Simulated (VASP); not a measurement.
VASP runs on MgTe (zinc blende) share one base input (PBE GGA, plane waves, VASP's PBE PAW potentials (set 64)) and change the settings named in each case.

**POSCAR**
```
MgTe
1
    0.0000000000     3.2100000000     3.2100000000
    3.2100000000     0.0000000000     3.2100000000
    3.2100000000     3.2100000000     0.0000000000
Mg Te
1 1
Direct
  0.0000000000   0.0000000000   0.0000000000
  0.2500000000   0.2500000000   0.2500000000
```

File KPOINTS:
```
kpoints
0
G
 7 7 7
0 0 0
```

### INCAR
```
! general
SYSTEM  = MgTe
PREC    = Accurate
ENCUT   = 400   ! plane-wave cut-off (eV)
LREAL   = .FALSE.
LASPH   = .TRUE.   ! aspherical one-centre terms

! electronic loop
EDIFF   = 1E-6   ! SCF stop (eV)
NELM    = 100
ALGO    = Normal
LMAXMIX = 4   ! l cut-off of mixed one-centre charges

! smearing
ISMEAR  = 0   ! Gaussian
SIGMA   = 0.05

! functional
GGA     = PE   ! PBE

! ions
ISIF    = 2

! output
LWAVE   = .FALSE.
LCHARG  = .FALSE.
```

POTCAR, in this order: Mg Te (PBE.64 set). Program: vasp_std.

| change | E(σ→0) (eV/atom) | pressure (GPa) |
|---|---|---|
| base run | -3.1954 | 1.52 |
| IVDW = 12 | -3.4925 | -0.16 |
| IVDW = 11 | -3.4235 | 0.10 |
| GGA = RP | -2.9578 | 2.70 |
| GGA = 91 | -3.2237 | 1.47 |
| AGGAC = 0.0, GGA = BO, LUSE_VDW = .TRUE., PARAM1 = 0.1833333333, PARAM2 = 0.22 | -1.5252 | 0.98 |
| GGA = RE | -2.9822 | 2.43 |
 Energies of different potentials or functionals have different zeros. Unless said otherwise, spin-orbit coupling is left out, though it shifts the bands of the heavy elements here.

Left out are runs that ran out of time, are held back, or changed the cell or the kind of run, fixed moments of cells without a moment, rows past the twelfth, gaps on odd meshes, pressures of charged cells and columns that move by less than the noise.

The compound is MgTe in the zinc blende structure, whereas wurtzite is the usual form. The cell was not relaxed at this level.
